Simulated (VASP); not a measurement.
Wanted: the native input for a VASP 6.6.1 run.

```
Task                   : single point
Functional             : PBE
Dispersion             : D3
Potentials or basis    : VASP PAW PBE potentials, release 64 (N)
Cutoff                 : 400 eV
k mesh                 : 1 × 1 × 1
Occupations            : gaussian, width 0.01 eV
Spin                   : no spin polarisation
Further INCAR settings : ALGO = Normal; EDIFF = 1e-06; NBANDS = 12; ISYM = 0
```

The structure of N2 lies in POSCAR:

```
N                                       
1.0
   11.4414717937      0.0000000000      0.0000000000
    0.0000000000     11.9414717937      0.0000000000
    0.0000000000      0.0000000000     12.4414717937
  N             
     2
Selective dynamics
Direct
     0.5214622657000021    0.5159199176000016    0.4621639702999971   F   F   F
     0.4777975864411552    0.4920518644329004    0.5391389000487088   T   T   T
```

These files were run (other wordings do the same):

INCAR

```
SYSTEM = N
PREC = Accurate
ENCUT = 400
EDIFF = 1E-6
ISMEAR = 0
SIGMA = 0.01
LREAL = .FALSE.
LASPH = .TRUE.
NELM = 100
ALGO = Normal
ISIF = 2
LWAVE = .FALSE.
LCHARG = .FALSE.
GGA = PE
IVDW = 11
NBANDS = 12
ISYM = 0
```

KPOINTS

```
regular mesh
0
G
  1 1 1
  0 0 0
```

Potentials or basis: VASP PAW PBE potentials, release 64 (N).

Run with:

```sh
$ cat potpaw_PBE.64/N/POTCAR > POTCAR
$ mpirun -np 4 vasp_gam > vasp.out
```

Results of the run:

The largest force is 0.010 eV/Å, the gap between the frontier levels is 8.02 eV and the dispersion energy per atom is 0.000 eV.

Caveat: the standard files for N, O and F lose accuracy on very short bonds.

Run time: 29 s on 4 MPI ranks on Intel(R) Xeon(R) Platinum 8488C (Sapphire Rapids), with other jobs on the host, peak memory 0.35 GiB a rank.
